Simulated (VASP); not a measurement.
Data:

```
Al
1.0
    4.42201     0.00000     0.00000
   -2.21101     3.82958     0.00000
    0.00000     0.00000    13.91311
Al
2
Direct
  0.00000   0.00000   0.50000
  0.66667   0.33333   0.50000
```

Method: PBEsol GGA, VASP's PBE PAW potentials (set 64) (plane waves; VASP). Settings: 400 eV cut-off, 11×11×1 Γ-centred mesh, tetrahedra with Blöchl corrections, potentials Al.

The cell holds a wide vacuum, so values per volume refer to the whole cell.

Question: Predict the energy per atom (σ→0), band gap (on the k-mesh) with the smallest direct gap where there is one.

Answer: 
```
Quantity                                                    Result
------------------------  ----------------------------------------
band gap (on the k-mesh)  none (metal, semimetal or under 0.01 eV)
energy per atom (σ→0)                               -2.728 eV/atom
```

The cell is a sheet with vacuum, built from a generated structure.
